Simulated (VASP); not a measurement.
Input:

```yaml
crystal:
  lattice:
    - [2.31051, 1.33397, 3.78662]
    - [-2.31051, 1.33397, 3.78662]
    - [0.00000, -2.66794, 3.78662]
  atoms:
    - { symbol: Pb, position: [0.75517, 0.75517, 0.75517] }
    - { symbol: Te, position: [0.24483, 0.24483, 0.24483] }
```

Method: r2SCAN meta-GGA with spin-orbit coupling, VASP's PBE PAW potentials (set 64) (plane waves; VASP 6.6.1). Run with 400 eV cut-off, 6×6×6 Γ-centred mesh, Gaussian smearing of 0.050 eV, potentials Pb_d Te.

Problem. Predict the energy per atom (σ→0), band gap (over mesh and band path) with the smallest direct gap where there is one.

Solution. 
| Property | Value |
|---|---|
| band gap (over mesh and band path) | 0.43 eV |
| smallest direct gap (over mesh and band path) | 0.43 eV |
| energy per atom (σ→0) | -41.601 eV/atom |

The structure was generated: TePb was put into the alpha-GeTe type (R3m), which need not be its known phase. It was relaxed first, which changed the volume by -14 %.
